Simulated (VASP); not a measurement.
An input for Quantum ESPRESSO's pw.x (written as the equivalent of a VASP run, and not itself run):

```
&CONTROL
  calculation = 'scf'
  pseudo_dir = './pseudo'
  outdir = './out'
  tprnfor = .true.
  tstress = .true.
/
&SYSTEM
  ibrav = 0
  nat = 4
  ntyp = 2
  ecutwfc = 98
  occupations = 'smearing'
  smearing = 'fermi-dirac'
  degauss = 0.00735
  input_dft = 'pz'
/
&ELECTRONS
  conv_thr = 7.3e-08
  electron_maxstep = 100
/
ATOMIC_SPECIES
  Ni 58.693 Ni.upf
  Sb 121.760 Sb.upf
CELL_PARAMETERS angstrom
     1.9650000   -3.4034800    0.0000000
     1.9650000    3.4034800    0.0000000
     0.0000000    0.0000000    5.1300000
ATOMIC_POSITIONS crystal
  Ni   0.0000000  0.0000000  0.5000000
  Ni   0.0000000  0.0000000  0.0000000
  Sb   0.3333330  0.6666670  0.2500000
  Sb   0.6666670  0.3333330  0.7500000
K_POINTS automatic
  8 8 5 0 0 0
```

Problem. Write the VASP files for the same calculation (LDA).

Solution. Several could match; the one computed here: 
File KPOINTS:
```
kpoints
0
gamma
 8 8 5
```

**POSCAR**
```
NiSb
1
    1.9650000000    -3.4034800000     0.0000000000
    1.9650000000     3.4034800000     0.0000000000
    0.0000000000     0.0000000000     5.1300000000
Ni Sb
2 2
Direct
  0.0000000000   0.0000000000   0.5000000000
  0.0000000000   0.0000000000   0.0000000000
  0.3333330000   0.6666670000   0.2500000000
  0.6666670000   0.3333330000   0.7500000000
```

### INCAR
```
ALGO=Normal
EDIFF=1E-6
ENCUT=300
ISIF=2
ISMEAR=-1
LASPH=.TRUE.
LCHARG=.FALSE.
LMAXMIX=4
LREAL=.FALSE.
LWAVE=.FALSE.
NELM=100
PREC=Accurate
SIGMA=0.1
SYSTEM=NiSb
```

POTCAR, in this order: Ni Sb (LDA.64 set). Program: vasp_std.

What does not carry over: the potentials are each code's own (VASP's PAW set, PseudoDojo norm-conserving files in pw.x), so ENCUT and ecutwfc are chosen apart and not converted; conv_thr bounds pw.x's estimated SCF error, while EDIFF bounds the energy change between steps.

The structure is a typed NiSb crystal (P6_3/mmc). The cell was not relaxed at this level.
